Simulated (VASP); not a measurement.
Given:

```xyz
2
Lattice="0.0000 2.2525 2.2525 2.2525 0.0000 2.2525 2.2525 2.2525 0.0000" Properties=species:S:1:pos:R:3 pbc="T T T"
Hf     0.0000     0.0000     0.0000
N      2.2525     2.2525     2.2525
```

All values below come from r2SCAN+rVV10, VASP's PBE PAW potentials (set 64) (plane waves; VASP 6.6.1). Settings: 520 eV cut-off, 16×16×16 Γ-centred mesh, tetrahedra with Blöchl corrections, potentials Hf_pv N.

Unless said otherwise, spin-orbit coupling is left out, though it shifts the bands of the heavy elements here.

**Question.** Estimate the energy per atom (σ→0), band gap (over mesh and band path) with the smallest direct gap where there is one.

**Answer.** 
```
Item                                                                  Result
----------------------------------  ----------------------------------------
band gap (over mesh and band path)  none (metal, semimetal or under 0.01 eV)
energy per atom (σ→0)                                        -29005 meV/atom
```

The compound is HfN in the rock salt structure. It was relaxed first. The electron count is odd and the run is not spin-polarised, which forces a metal.
